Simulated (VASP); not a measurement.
# CsTaS2 (P-6m2) in VASP: further runs, part 2 of 2

VASP 6.6.1.

## 4. Relaxation of cell and atoms, PBE+D4

File INCAR:

```
SYSTEM = CsTaS2
PREC     = Accurate       ! precision mode
ENCUT    = 600            ! plane-wave cutoff, eV
EDIFF    = 1E-6           ! SCF threshold, eV
ISMEAR   = -1             ! smearing method
SIGMA    = 0.05           ! smearing width, eV
LREAL    = .False.        ! projectors in reciprocal space
LASPH    = .True.         ! aspherical terms in the spheres
NELM     = 100            ! most SCF steps
ALGO     = Normal         ! electronic algorithm
ISIF     = 3              ! what is computed and relaxed
LWAVE    = .False.        ! write WAVECAR
LCHARG   = .False.        ! write CHGCAR
GGA      = PE             ! functional
IVDW     = 13             ! dispersion correction
IBRION   = 2              ! ionic algorithm
NSW      = 40             ! ionic steps
EDIFFG   = -0.01          ! ionic threshold
```

File KPOINTS:

```
regular mesh
0
Gamma
  7 7 3
  0 0 0
```

File POSCAR:

```
CsTaS2
1.0
    3.5423800000      0.0000000000      0.0000000000
   -1.7711900000      3.0677900000      0.0000000000
    0.0000000000      0.0000000000      8.2684800000
Cs Ta S
1 1 2
Direct
    0.0000000000      0.0000000000      0.5000000000
    0.3333300000      0.6666700000      0.0000000000
    0.6666700000      0.3333300000      0.1817700000
    0.6666700000      0.3333300000      0.8182300000
```

Potentials or basis: VASP PAW PBE potentials, release 64 (Cs_sv, Ta_pv, S).

Started as:

```
$ cat potpaw_PBE.64/Cs_sv/POTCAR potpaw_PBE.64/Ta_pv/POTCAR potpaw_PBE.64/S/POTCAR > POTCAR
$ mpirun -np 1 vasp_std > vasp.out
```

OUTCAR:

```text
SYSTEM = CsTaS2
   PREC = Accurate
   ENCUT = 600
   EDIFF = 1E-6
   ISMEAR = -1
   LREAL = .False.
   LASPH = .True.
   NELM = 100
   ISIF = 3
   GGA = PE
   IVDW = 13
   IBRION = 2
   NSW = 40
   EDIFFG = -0.01

 ion  position               nearest neighbor table
   1  0.000  0.000  0.500-
   2  0.333  0.667  0.000-   3 2.54   4 2.54   3 2.54   4 2.54   3 2.54   4 2.54
   3  0.667  0.333  0.182-   2 2.54   2 2.54   2 2.54
   4  0.667  0.333  0.818-   2 2.54   2 2.54   2 2.54

  LATTYP: Found a hexagonal cell.
 ALAT       =     3.5423800000
 C/A-ratio  =     2.3341595199

  Lattice vectors:

 A1 = (   3.5423800000,   0.0000000000,   0.0000000000)
 A2 = (  -1.7711900000,   3.0677900000,   0.0000000000)
 A3 = (   0.0000000000,   0.0000000000,   8.2684800000)

[... 180 lines left out ...]

------------------------ aborting loop because EDIFF is reached ----------------------------------------

  DFT-D4 for vdW energy calculation

  Edisp (eV):   -1.15143
[... 327 lines left out ...]
--------------------------------------- Ionic step        9  -------------------------------------------

 number of electron      32.0000000 magnetization

 Free energy of the ion-electron system (eV)
  ---------------------------------------------------
  ext. energy  EPLUGINS =         0.00000000
  ---------------------------------------------------
  free energy    TOTEN  =       -24.89288011 eV

  energy without entropy =      -24.89129655  energy(sigma->0) =      -24.89208833

 E-fermi :   6.7009     XC(G=0): -10.4451

 val. band max:        6.6141055122   @ k =   0.0000   0.0000   0.3333
 cond. band min:       6.8894049660   @ k =   0.4286   0.0000   0.3333
 fundamental gap:      0.2752994539
 Fermi energy:         6.7009123812

 k-point     1 :       0.0000    0.0000    0.0000
  band No.  band energies     occupation
      1     -28.9216      2.00000
      2     -28.8562      2.00000
      3     -28.8562      2.00000
      4     -17.8694      2.00000
      5      -8.6714      2.00000
      6      -7.6749      2.00000
[... 541 lines left out ...]
     19       8.3992      0.00000
     20       8.7735      0.00000

 [... further k-points ...]

------------------------ aborting loop because EDIFF is reached ----------------------------------------

  DFT-D4 for vdW energy calculation

  Edisp (eV):   -1.17607
[... 27 lines left out ...]
  FREE ENERGIE OF THE ION-ELECTRON SYSTEM (eV)
  ---------------------------------------------------
  free  energy   TOTEN  =       -26.0689549918 eV

  energy  without entropy=      -26.0673714250  energy(sigma->0) =      -26.06816321

 reached required accuracy - stopping structural energy minimisation
```

CONTCAR:

```text
CsTaS2
   1.00000000000000
     3.5126370361328685   -0.0000027315371032    0.0000000000000000
    -1.7563208836461710    3.0420304988499800    0.0000000000000000
     0.0000000000000000    0.0000000000000000    8.2276027518017472
  Cs              Ta              S
     1     1     2
Direct
     0.0000005170603206    0.9999994829396773    0.5000000000000000
     0.3333340223905464    0.6666659776094278    0.0000000000000000
     0.6666677302745682    0.3333322697254457    0.1824929944958489
     0.6666677302745682    0.3333322697254457    0.8175070055041511

  0.00000000E+00  0.00000000E+00  0.00000000E+00
  0.00000000E+00  0.00000000E+00  0.00000000E+00
  0.00000000E+00  0.00000000E+00  0.00000000E+00
  0.00000000E+00  0.00000000E+00  0.00000000E+00
```

Run time: 5.5 min. Hardware: 1 thread of AMD EPYC 7R43 (Zen 3), shared host; peak memory 0.22 GiB.

What came out:

```
Free energy                            : -26.0690 eV
Relaxed volume                         : 21.98 Å³/atom
Relaxed cell                           : a = 3.513 Å, b = 3.513 Å, c = 8.228 Å, α = 90.00°, β = 90.00°, γ = 120.00°
Space group after relaxing (to 0.05 Å) : P-6m2 (No. 187)
Energy gained by relaxing              : 2.8 meV/atom
Ionic steps                            : 9
Pressure after relaxing                : -0.1 GPa
Largest force after relaxing           : 0.004 eV/Å
Band gap on the k mesh                 : 0.28 eV, indirect (least direct gap 0.85 eV)
Dispersion energy per atom             : -0.294 eV
```

Forces in eV/Å, atoms in the order of the input:
```
Cs   0.000  0.000  0.000
Ta   0.000  0.000  0.000
S    0.000  0.000 -0.004
S    0.000  0.000  0.004
```

Step by step:
```tsv
step	energy change (eV)	largest force (eV/Å)	pressure (GPa)	volume (Å³)
1	0.0000	0.0846	-1.81	89.86
2	-0.0009	0.3209	1.81	86.60
3	-0.0100	0.1181	-0.02	88.16
4	-0.0111	0.0356	-0.02	87.97
5	-0.0111	0.0208	-0.02	87.94
6	-0.0111	0.0150	-0.01	87.92
7	-0.0111	0.0172	0.00	87.93
8	-0.0112	0.0044	-0.04	87.92
9	-0.0112	0.0044	-0.05	87.92
```

Final structure:
```cif
data_structure
_symmetry_space_group_name_H-M 'P 1'
_symmetry_Int_Tables_number 1
_cell_length_a 3.5126
_cell_length_b 3.5126
_cell_length_c 8.2276
_cell_angle_alpha 90.000
_cell_angle_beta 90.000
_cell_angle_gamma 120.000
_cell_volume 87.92
loop_
_atom_site_label
_atom_site_type_symbol
_atom_site_fract_x
_atom_site_fract_y
_atom_site_fract_z
_atom_site_occupancy
Cs1 Cs 0.00000 0.00000 0.50000 1
Ta1 Ta 0.33333 0.66667 0.00000 1
S1 S 0.66667 0.33333 0.18249 1
S2 S 0.66667 0.33333 0.81751 1
```

Levels at points of the mesh, in eV from the valence-band top:
| k point | band 13 | band 14 | band 15 | band 16 | band 17 | band 18 | band 19 | band 20 |
| --- | --- | --- | --- | --- | --- | --- | --- | --- |
| (0.00, 0.00, 0.00) | -3.11 | -3.11 | -2.35 | -0.40 | 0.99 | 1.46 | 1.46 | 1.53 |

Caveat: spin-orbit coupling is left out, which moves the levels of the heavy elements; an odd mesh through Γ misses points on the zone boundary, where band edges often lie. PBE gaps usually lie below the measured ones, often by a third to a half.

## 5. The runs side by side

| level | gap on the mesh (eV) | pressure (GPa) | relaxed volume (Å³/atom) |
| --- | --- | --- | --- |
| PBE+D3 | 0.24 | 0.0 | 21.98 |
| PBE+D3(BJ) | 0.28 | 0.0 | 21.71 |
| PBE+D4 | 0.28 | -0.1 | 21.98 |

Alike in all rows: task relaxation of cell and atoms; potentials or basis VASP PAW PBE potentials, release 64 (Cs_sv, Ta_pv, S); no spin polarisation; cell relaxed; k mesh 7 × 7 × 3; cutoff (eV) 600; smearing fermi-dirac 0.05 eV.

Caveats: spin-orbit coupling is left out, which moves the levels of the heavy elements; an odd mesh through Γ misses points on the zone boundary, where band edges often lie.

Total energies depend on the potentials used, so only differences within one code and one set of settings carry meaning.
